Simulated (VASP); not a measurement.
Consider the following.

```
ZnF2
1.0
    4.89188     0.00000     0.00000
    0.00000     4.89188     0.00000
    0.00000     0.00000     3.22353
Zn F
2 4
Cartesian
  0.00000   0.00000   0.00000
  2.44594   2.44594   1.61177
  1.49232   1.49232   0.00000
  3.93826   0.95362   1.61177
  0.95362   3.93826   1.61177
  3.39957   3.39957   0.00000
```

The numbers are results of RPBE GGA, VASP's PBE PAW potentials (set 64) (plane waves; VASP), not measurements. Settings: 520 eV cut-off, Gaussian smearing of 0.050 eV, potentials Zn F.

Problem. Give the energies of bands 15 to 28 at the high-symmetry points, in eV from the valence-band maximum.

Solution. 
```
band      Γ      X      M      Z      R      A
----  -----  -----  -----  -----  -----  -----
15    -2.59  -2.52  -2.52  -2.69  -2.72  -2.71
16    -2.59  -2.52  -2.52  -2.69  -2.72  -2.71
17    -2.48  -1.80  -1.99  -2.31  -2.60  -2.26
18    -2.43  -1.80  -1.99  -2.31  -2.60  -2.26
19    -1.51  -1.57  -1.53  -1.25  -2.25  -1.01
20    -1.35  -1.57  -1.53  -1.25  -2.25  -1.01
21    -1.00  -1.10  -1.52  -1.20  -1.19  -0.99
22    -1.00  -1.10  -1.52  -1.20  -1.19  -0.99
23    -0.68  -0.50  -0.87  -1.00  -0.96  -0.99
24    -0.19  -0.50  -0.87  -1.00  -0.96  -0.99
25    -0.19  -0.25  -0.21  -0.97   0.00  -0.72
26    -0.04  -0.25  -0.21  -0.97   0.00  -0.72
27     3.53   5.93   6.66   7.91   8.29   7.74
28     8.79   5.93   6.66   7.91   8.29   7.74
```

The gap is indirect, 3.53 eV, from the valence maximum at R to the conduction minimum at Γ.

Measured: gap 7.50 eV (computed value off by -3.97 eV), as given by Dominik Kurzydłowski et al., Inorganic Chemistry (2020), arXiv:1912.01850 [midpoint of the printed range].

The compound is ZnF2 in the rutile structure. It was relaxed first, which changed the volume by +12 %.
